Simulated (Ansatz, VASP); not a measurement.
# TiB2: VASP beside Ansatz, part 2 of 2

Aim: how closely do two programs agree when they are given the same cell, functional and k mesh? The cell is taken from a series of runs on this material, whose earlier steps may have relaxed, scaled, displaced or heated it; both programs get it as it stands.

VASP 6.6.1 and Ansatz 0.2.0.

So far: Set-up; Ansatz: zone-centre phonons, PBEsol.

**3. VASP: zone-centre phonons, PBEsol**

Level of this step: PBEsol; plane waves and PAW (B, Ti_sv) (VASP).

The same cell, functional, mesh and smearing now go to VASP, with its own data sets.

Lines of VASP's logs that name or quote its potential files are left out, and so is its time.

The input, INCAR:

```
SYSTEM = TiB2
PREC = Accurate
ENCUT = 500
EDIFF = 1E-08
NELM = 120
ISMEAR = 1
SIGMA = 0.2
LREAL = .FALSE.
ALGO = Normal
GGA = PS
NBANDS = 15
LASPH = .TRUE.
LORBIT = 11
LWAVE = .FALSE.
LCHARG = .FALSE.
ISIF = 2
IBRION = 8
GGA_COMPAT = .FALSE.
KPAR = 2
```

The input, POSCAR:

```
TiB2
1.0
    3.0348575887      0.0000000000      0.0000000000
   -1.5174287943      2.6282637687      0.0000000000
    0.0000000000      0.0000000000      3.2107359340
B Ti
2 1
Direct
    0.3333333333      0.6666666667      0.5000000000
    0.6666666667      0.3333333333      0.5000000000
    0.0000000000      0.0000000000      0.0000000000
```

The input, KPOINTS:

```
Automatic mesh
0
Gamma
15 15 16
0 0 0
```

The projector-augmented-wave data sets are B and Ti_sv (PBE family, release 64).

Launch:

```sh
mpirun -np 2 vasp_std
```

Numbers of over 12 decimals in the logs are rounded to 6 here.

The log of the run:

```text
[banner, memory and clock lines left out]
running    2 mpi-ranks, on    1 nodes
 distrk:  each k-point on    1 cores,    2 groups
 distr:  one band on    1 cores,    1 groups

 POSCAR found type information on POSCAR B Ti
 POSCAR found :  2 types and       3 ions
|                                                                             |
|               ----> ADVICE to this user running VASP <----                  |
|                                                                             |
|     You enforced a specific xc type in the INCAR file but a different       |
|     [... a line on the potential file left out ...]
|     I HOPE YOU KNOW WHAT YOU ARE DOING!                                     |
|                                                                             |

 LDA part: xc-table for (Slater+PW92), standard interpolation
 POSCAR, INCAR and KPOINTS ok, starting setup
 FFT: planning ... GRIDC
 FFT: planning ... GRID_SOFT
 FFT: planning ... GRID
 WAVECAR not read
 entering main loop
       N       E                     dE             d eps       ncg     rms          rms(c)
DAV:   1     0.118792335372E+03    0.11879E+03   -0.89027E+03  7297   0.133E+03
DAV:   2    -0.233447434512E+02   -0.14214E+03   -0.13734E+03  7668   0.353E+02
DAV:   3    -0.306203941342E+02   -0.72757E+01   -0.71941E+01 10492   0.775E+01
DAV:   4    -0.308121100611E+02   -0.19172E+00   -0.19147E+00  9012   0.111E+01
DAV:   5    -0.308168689522E+02   -0.47589E-02   -0.47587E-02 10818   0.150E+00    0.171E+01
DAV:   6    -0.257815435284E+02    0.50353E+01   -0.21066E+01 10207   0.519E+01    0.379E+00
DAV:   7    -0.257864769306E+02   -0.49334E-02   -0.11760E+00  7788   0.124E+01    0.342E+00
DAV:   8    -0.257882493202E+02   -0.17724E-02   -0.92437E-02 12166   0.265E+00    0.709E-01
DAV:   9    -0.257856060957E+02    0.26432E-02   -0.35170E-02  9189   0.249E+00    0.210E-01
DAV:  10    -0.257852829218E+02    0.32317E-03   -0.32833E-03  9232   0.737E-01    0.914E-02
DAV:  11    -0.257852625618E+02    0.20360E-04   -0.20403E-04 10326   0.151E-01    0.563E-02
DAV:  12    -0.257852394201E+02    0.23142E-04   -0.84044E-05  8838   0.117E-01    0.150E-02
DAV:  13    -0.257852393834E+02    0.36692E-07   -0.51652E-06  9830   0.193E-02    0.182E-03
DAV:  14    -0.257852392556E+02    0.12781E-06   -0.45194E-07  9699   0.680E-03    0.672E-04
DAV:  15    -0.257852393048E+02   -0.49213E-07   -0.24297E-08  7598   0.186E-03    0.387E-04
DAV:  16    -0.257852393159E+02   -0.11014E-07   -0.20661E-09  4401   0.520E-04    0.763E-05
DAV:  17    -0.257852393170E+02   -0.11371E-08   -0.33381E-10  3974   0.236E-04
   1 F= -.25785239E+02 E0= -.25785250E+02  d E =0.332334E-04
 Linear response reoptimize wavefunctions to high precision
DAV:   1    -0.257852393164E+02    0.54388E-09   -0.74866E-11  4569   0.831E-05
DAV:   2    -0.257852393164E+02   -0.68212E-12   -0.10232E-11  3848   0.351E-05
 Linear response DOF=           4
 Linear response progress:
  Degree of freedom:   1/  4
       N       E                     dE             d eps       ncg     rms          rms(c)
RMM:   1    -0.497881779226E-01   -0.49788E-01   -0.25704E-02 70610   0.139E+00
RMM:   2    -0.443924481200E-01    0.53957E-02   -0.29476E-03 58818   0.364E-01    0.162E-01
RMM:   3    -0.442448031964E-01    0.14764E-03   -0.10887E-03 59467   0.185E-01    0.804E-02
RMM:   4    -0.447994494814E-01   -0.55465E-03   -0.76932E-04 59411   0.141E-01    0.900E-03
RMM:   5    -0.447884191824E-01    0.11030E-04   -0.13767E-04 71826   0.532E-02    0.327E-03
RMM:   6    -0.448119002278E-01   -0.23481E-04   -0.31689E-05 75021   0.228E-02    0.136E-03
RMM:   7    -0.448047820460E-01    0.71182E-05   -0.56704E-06 72991   0.938E-03    0.431E-04
RMM:   8    -0.448101061773E-01   -0.53241E-05   -0.11071E-06 74688   0.451E-03    0.224E-04
RMM:   9    -0.448086202480E-01    0.14859E-05   -0.34461E-07 74898   0.220E-03    0.676E-05
RMM:  10    -0.448087939213E-01   -0.17367E-06   -0.80178E-08 75742   0.110E-03    0.190E-05
RMM:  11    -0.448089273718E-01   -0.13345E-06   -0.69437E-08 76134   0.559E-04    0.155E-05
RMM:  12    -0.448089452247E-01   -0.17853E-07   -0.11411E-07 74939   0.307E-04    0.156E-05
RMM:  13    -0.448089047084E-01    0.40516E-07   -0.56177E-08 75370   0.166E-04    0.290E-06
RMM:  14    -0.448089064351E-01   -0.17267E-08   -0.50001E-08 78748   0.936E-05    0.138E-06
 first order change of Fermi-energy   0.66978E-04
 force on displaced ion       1 direction 1 : -19.091  -0.002   0.000
 Linear response progress:
  Degree of freedom:   2/  4
       N       E                     dE             d eps       ncg     rms          rms(c)
RMM:   1    -0.458845023170E-01   -0.45885E-01    0.11082E-02 23589   0.170E+00
RMM:   2    -0.440146160900E-01    0.18699E-02   -0.24301E-03 21746   0.346E-01    0.123E-01
RMM:   3    -0.439787123727E-01    0.35904E-04   -0.10114E-03 22205   0.182E-01    0.600E-02
RMM:   4    -0.444016200113E-01   -0.42291E-03   -0.52919E-04 22713   0.125E-01    0.121E-02
RMM:   5    -0.444444698653E-01   -0.42850E-04   -0.11238E-04 25751   0.531E-02    0.355E-03
RMM:   6    -0.444720672484E-01   -0.27597E-04   -0.21969E-05 26691   0.236E-02    0.140E-03
RMM:   7    -0.444599131798E-01    0.12154E-04   -0.50138E-06 26197   0.107E-02    0.532E-04
RMM:   8    -0.444617597510E-01   -0.18466E-05   -0.13242E-06 27015   0.535E-03    0.166E-04
RMM:   9    -0.444619434661E-01   -0.18372E-06   -0.10124E-06 26873   0.253E-03    0.117E-04
RMM:  10    -0.444619181263E-01    0.25340E-07   -0.57450E-07 26724   0.131E-03    0.542E-05
RMM:  11    -0.444623229180E-01   -0.40479E-06   -0.37141E-07 26533   0.653E-04    0.227E-05
RMM:  12    -0.444622863920E-01    0.36526E-07   -0.20202E-07 27664   0.357E-04    0.968E-06
RMM:  13    -0.444622966312E-01   -0.10239E-07   -0.13988E-07 27917   0.180E-04    0.290E-06
RMM:  14    -0.444622770692E-01    0.19562E-07   -0.83132E-08 27717   0.973E-05    0.274E-06
RMM:  15    -0.444622682059E-01    0.88633E-08   -0.46482E-08 26918   0.565E-05    0.350E-06
 first order change of Fermi-energy  -0.27951E-03
 force on displaced ion       1 direction 3 :   0.000  -0.000  -9.639
 Linear response progress:
  Degree of freedom:   3/  4
       N       E                     dE             d eps       ncg     rms          rms(c)
RMM:   1    -0.697539346180E+00   -0.69754E+00    0.47036E+00 17489   0.135E+02
RMM:   2    -0.660137340860E+00    0.37402E-01   -0.33338E-01 29011   0.515E+00    0.180E-01
RMM:   3    -0.658187064163E+00    0.19503E-02   -0.21995E-02 34199   0.123E+00    0.794E-02
RMM:   4    -0.657873144214E+00    0.31392E-03   -0.12859E-02 38469   0.566E-01    0.193E-02
RMM:   5    -0.658691531243E+00   -0.81839E-03   -0.11569E-03 39424   0.192E-01    0.106E-02
RMM:   6    -0.659023112385E+00   -0.33158E-03   -0.29468E-04 40592   0.838E-02    0.434E-03
RMM:   7    -0.659190405235E+00   -0.16729E-03   -0.70523E-05 40063   0.379E-02    0.127E-03
RMM:   8    -0.659240269780E+00   -0.49865E-04   -0.21801E-05 41382   0.170E-02    0.238E-04
RMM:   9    -0.659248018182E+00   -0.77484E-05   -0.12494E-05 42531   0.883E-03    0.116E-04
RMM:  10    -0.659250673987E+00   -0.26558E-05   -0.58221E-06 42644   0.469E-03    0.121E-04
RMM:  11    -0.659250977547E+00   -0.30356E-06   -0.43758E-06 43757   0.290E-03    0.171E-04
RMM:  12    -0.659243902141E+00    0.70754E-05   -0.28767E-06 40077   0.205E-03    0.401E-04
RMM:  13    -0.659241249254E+00    0.26529E-05   -0.21588E-06 41495   0.147E-03    0.494E-04
RMM:  14    -0.659235567872E+00    0.56814E-05   -0.22155E-06 38009   0.124E-03    0.671E-04
[...]
RMM:  24    -0.659259310912E+00   -0.82030E-07   -0.27199E-07 35958   0.267E-04    0.800E-06
RMM:  25    -0.659259384582E+00   -0.73670E-07   -0.24044E-07 37322   0.236E-04    0.529E-06
RMM:  26    -0.659259406773E+00   -0.22191E-07   -0.20101E-07 36154   0.211E-04    0.336E-06
RMM:  27    -0.659259421375E+00   -0.14602E-07   -0.17636E-07 35616   0.192E-04    0.145E-06
RMM:  28    -0.659259434172E+00   -0.12797E-07   -0.14765E-07 35635   0.172E-04    0.127E-06
RMM:  29    -0.659259454128E+00   -0.19956E-07   -0.12767E-07 30869   0.154E-04    0.915E-07
RMM:  30    -0.659259471101E+00   -0.16973E-07   -0.10839E-07 29231   0.139E-04    0.148E-06
RMM:  31    -0.659259471214E+00   -0.11319E-09   -0.94186E-08 17200   0.126E-04    0.266E-06
 first order change of Fermi-energy   0.40273E-03
 force on displaced ion       3 direction 1 : -14.466   0.000   0.000
 Linear response progress:
  Degree of freedom:   4/  4
       N       E                     dE             d eps       ncg     rms          rms(c)
RMM:   1    -0.800767975369E+00   -0.80077E+00   -0.26555E+00  7513   0.132E+02
RMM:   2    -0.751461652050E+00    0.49306E-01   -0.31155E-01 11962   0.475E+00    0.195E-01
RMM:   3    -0.750297803754E+00    0.11638E-02   -0.23159E-02 13935   0.117E+00    0.882E-02
RMM:   4    -0.750668285409E+00   -0.37048E-03   -0.16523E-02 15290   0.580E-01    0.260E-02
RMM:   5    -0.751577008524E+00   -0.90872E-03   -0.15158E-03 16196   0.193E-01    0.213E-02
RMM:   6    -0.752998321340E+00   -0.14213E-02   -0.28349E-04 14098   0.981E-02    0.122E-02
RMM:   7    -0.752509395690E+00    0.48893E-03   -0.84610E-05 15091   0.434E-02    0.204E-03
RMM:   8    -0.752584116409E+00   -0.74721E-04   -0.26408E-05 16590   0.199E-02    0.549E-04
RMM:   9    -0.752596575254E+00   -0.12459E-04   -0.14315E-05 17068   0.101E-02    0.235E-04
RMM:  10    -0.752596970042E+00   -0.39479E-06   -0.11143E-05 17071   0.574E-03    0.176E-04
RMM:  11    -0.752600993566E+00   -0.40235E-05   -0.90857E-06 16719   0.354E-03    0.883E-05
RMM:  12    -0.752603259271E+00   -0.22657E-05   -0.80466E-06 16989   0.247E-03    0.624E-05
RMM:  13    -0.752609198193E+00   -0.59389E-05   -0.62532E-06 15662   0.191E-03    0.804E-05
RMM:  14    -0.752606169352E+00    0.30288E-05   -0.52219E-06 16072   0.150E-03    0.209E-05
RMM:  15    -0.752606439155E+00   -0.26980E-06   -0.43132E-06 16885   0.119E-03    0.220E-05
RMM:  16    -0.752606274489E+00    0.16467E-06   -0.34422E-06 16989   0.990E-04    0.358E-05
RMM:  17    -0.752606394372E+00   -0.11988E-06   -0.29861E-06 16915   0.839E-04    0.372E-05
RMM:  18    -0.752606508546E+00   -0.11417E-06   -0.25205E-06 16968   0.723E-04    0.424E-05
RMM:  19    -0.752606824411E+00   -0.31586E-06   -0.21225E-06 14779   0.642E-04    0.364E-05
 first order change of Fermi-energy   0.22084E-02
 force on displaced ion       3 direction 3 :  -0.000  -0.000 -14.340
 Linear response finished
```

OUTCAR, selected parts (step 3):

```text
ion  position               nearest neighbor table
   1  0.333  0.667  0.500-   2 1.75   2 1.75   2 1.75   3 2.38   3 2.38   3 2.38   3 2.38   3 2.38
                             3 2.38
   2  0.667  0.333  0.500-   1 1.75   1 1.75   1 1.75   3 2.38   3 2.38   3 2.38   3 2.38   3 2.38
                             3 2.38
   3  0.000  0.000  0.000-   1 2.38   2 2.38   1 2.38   2 2.38   1 2.38   1 2.38   2 2.38   2 2.38
                             2 2.38   2 2.38   1 2.38   1 2.38

  LATTYP: Found a hexagonal cell.
 ALAT       =     3.0348575887
 C/A-ratio  =     1.0579527507

 Subroutine GETGRP returns: Found 24 space group operations
 (whereof 24 operations were pure point group operations)

The static configuration has the point symmetry D_6h.

 Found    243 irreducible k-points:

   k-points           NKPTS =    243   k-points in BZ     NKDIM =    243   number of bands    NBANDS=     15

   dimension x,y,z NGX =    24 NGY =   24 NGZ =   24
   dimension x,y,z NGXF=    48 NGYF=   48 NGZF=   48

   ENCUT  =  500.0 eV  36.75 Ry    6.06 a.u.   5.53  5.53  5.85*2*pi/ulx,y,z

   NELECT =      18.0000    total number of electrons

 k-points in reciprocal lattice and weights: Automatic mesh
   0.00000000  0.00000000  0.00000000       0.000
   0.06666667 -0.00000000  0.00000000       0.002
   0.13333333  0.00000000  0.00000000       0.002
   0.20000000 -0.00000000  0.00000000       0.002
   0.26666667  0.00000000  0.00000000       0.002
   0.33333333 -0.00000000  0.00000000       0.002
   0.40000000  0.00000000  0.00000000       0.002
   0.46666667 -0.00000000  0.00000000       0.002
   0.06666667  0.06666667  0.00000000       0.002
[...]
0.33333333  0.26666667  0.50000000       0.003
   0.33333333  0.33333333  0.50000000       0.001

 average (electrostatic) potential at core
       1 -22.4198       2 -22.4198       3 -70.7031

  Total       -0.7376789     -0.7376789     -0.7540492     -0.0000000      0.0000000     -0.0000000
  in kB      -46.1494025    -46.1494025    -47.1735363     -0.0000000      0.0000000     -0.0000000
  external PRESSURE =     -46.4907805 kB  Pullay stress =       0.0000000 kB

  energy-cutoff  :      500.00
  volume of cell :       25.61
      direct lattice vectors                 reciprocal lattice vectors
     3.034857589  0.000000000  0.000000000     0.329504753  0.190239658  0.000000000
    -1.517428794  2.628263769  0.000000000     0.000000000  0.380479316  0.000000000
     0.000000000  0.000000000  3.210735934     0.000000000  0.000000000  0.311455075

 POSITION                                       TOTAL-FORCE (eV/Angst)
 -----------------------------------------------------------------------------------
     -0.00000      1.75218      1.60537         0.000000      0.000000     -0.000000
      1.51743      0.87609      1.60537        -0.000000      0.000000      0.000000
      0.00000      0.00000      0.00000         0.000000      0.000000      0.000000
 -----------------------------------------------------------------------------------
    total drift:                               -0.000000      0.000000      0.000000

 Eigenvectors and eigenvalues of the dynamical matrix
 ----------------------------------------------------

   1 f  =   26.456104 THz   166.228603 2PiTHz  882.480633 cm-1   109.413605 meV
             X         Y         Z           dx          dy          dz
     -0.000000  1.752176  1.605368    -0.407544   -0.577848   -0.000000
      1.517429  0.876088  1.605368     0.407544    0.577848    0.000000
      0.000000  0.000000  0.000000    -0.000000    0.000000    0.000000

   2 f  =   26.456104 THz   166.228603 2PiTHz  882.480633 cm-1   109.413605 meV
             X         Y         Z           dx          dy          dz
     -0.000000  1.752176  1.605368    -0.577848    0.407544    0.000000
      1.517429  0.876088  1.605368     0.577848   -0.407544   -0.000000
      0.000000  0.000000  0.000000     0.000000   -0.000000   -0.000000

   3 f  =   16.556700 THz   104.028816 2PiTHz  552.272077 cm-1    68.472980 meV
             X         Y         Z           dx          dy          dz
     -0.000000  1.752176  1.605368     0.000000    0.000000    0.707107
      1.517429  0.876088  1.605368     0.000000    0.000000   -0.707107
      0.000000  0.000000  0.000000    -0.000000   -0.000000   -0.000000

   4 f  =   15.397040 THz    96.742457 2PiTHz  513.589982 cm-1    63.677013 meV
             X         Y         Z           dx          dy          dz
     -0.000000  1.752176  1.605368     0.338161    0.479484    0.000000
      1.517429  0.876088  1.605368     0.338161    0.479484    0.000000
      0.000000  0.000000  0.000000    -0.321661   -0.456089   -0.000000

   5 f  =   15.397040 THz    96.742457 2PiTHz  513.589982 cm-1    63.677013 meV
             X         Y         Z           dx          dy          dz
     -0.000000  1.752176  1.605368     0.479484   -0.338161   -0.000000
      1.517429  0.876088  1.605368     0.479484   -0.338161   -0.000000
      0.000000  0.000000  0.000000    -0.456089    0.321661    0.000000

   6 f  =   15.326242 THz    96.297616 2PiTHz  511.228393 cm-1    63.384214 meV
             X         Y         Z           dx          dy          dz
     -0.000000  1.752176  1.605368    -0.000000    0.000000   -0.586679
      1.517429  0.876088  1.605368    -0.000000    0.000000   -0.586679
      0.000000  0.000000  0.000000     0.000000   -0.000000    0.558225

   7 f/i=    0.006397 THz     0.040193 2PiTHz    0.213380 cm-1     0.026456 meV
             X         Y         Z           dx          dy          dz
     -0.000000  1.752176  1.605368    -0.394622    0.003920   -0.000000
      1.517429  0.876088  1.605368    -0.394622    0.003920   -0.000000
      0.000000  0.000000  0.000000    -0.829728    0.008242   -0.000000

   8 f/i=    0.006397 THz     0.040193 2PiTHz    0.213380 cm-1     0.026456 meV
             X         Y         Z           dx          dy          dz
     -0.000000  1.752176  1.605368     0.003920    0.394622   -0.000000
      1.517429  0.876088  1.605368     0.003920    0.394622   -0.000000
      0.000000  0.000000  0.000000     0.008242    0.829728   -0.000000

   9 f/i=    0.008540 THz     0.053659 2PiTHz    0.284867 cm-1     0.035319 meV
             X         Y         Z           dx          dy          dz
     -0.000000  1.752176  1.605368     0.000000    0.000000    0.394725
      1.517429  0.876088  1.605368     0.000000    0.000000    0.394725
      0.000000  0.000000  0.000000     0.000000    0.000000    0.829690

 ELASTIC MODULI CONTR FROM IONIC RELAXATION (kBar)
 Direction    XX          YY          ZZ          XY          YZ          ZX
 --------------------------------------------------------------------------------
 XX         -47.7955     47.7955     -0.0000     -0.0000      0.0000      0.0000
 YY          47.7955    -47.7955      0.0000     -0.0000      0.0000      0.0000
 ZZ          -0.0000      0.0000     -0.0000      0.0000      0.0000      0.0000
 XY          -0.0000     -0.0000      0.0000    -47.7955      0.0000      0.0000
 YZ           0.0000      0.0000      0.0000      0.0000      0.0000      0.0000
 ZX           0.0000      0.0000      0.0000      0.0000      0.0000      0.0000
 --------------------------------------------------------------------------------
```

**4. Side by side**

Known differences besides the potentials themselves: the cutoff is 420 eV in Ansatz and 500 eV in VASP; Ansatz makes its cores anew for this functional, VASP keeps those of its PBE data sets. Total energies have different zeros and are not compared.

Both answers:

| quantity | Ansatz | VASP | difference |
| --- | --- | --- | --- |
| optical mode 1 (cm⁻¹) | 510.0 | 511.2 | -0.25 % |
| optical mode 2 to 3 (cm⁻¹) | 513.5 | 513.6 | -0.01 % |
| optical mode 4 (cm⁻¹) | 551.8 | 552.3 | -0.08 % |
| optical mode 5 to 6 (cm⁻¹) | 878.8 | 882.5 | -0.42 % |

Modes are paired by rising frequency, not by their patterns, so a pair may set unlike modes beside each other; they are those without the splitting of longitudinal modes.

**5. Results**

| Property | Result |
| --- | --- |
| r.m.s. difference of the optical zone-centre modes, each program's sorted by frequency (zone-centre phonons, PBEsol) | 2.2 cm⁻¹ |

What this shows: The r.m.s. difference of the optical zone-centre modes, each program's sorted by frequency is 2.2 cm⁻¹ (zone-centre phonons, PBEsol). Such differences can come from data sets, numerical settings and the points named under the comparisons, not from the functional's error against experiment.

[Lines on the potential files, build, host, timing and source positions are cut from VASP's logs without a mark.]

[Logs are printed without paths, hosts, clocks, repeated set-up lines and the standing remarks that a program may print on its own settings, such as how far it seeks lower states.]

[Hosts, paths, dates, database ids (printed as entryN), source tags and the programs' standing remarks are cut or masked in the printed files.]
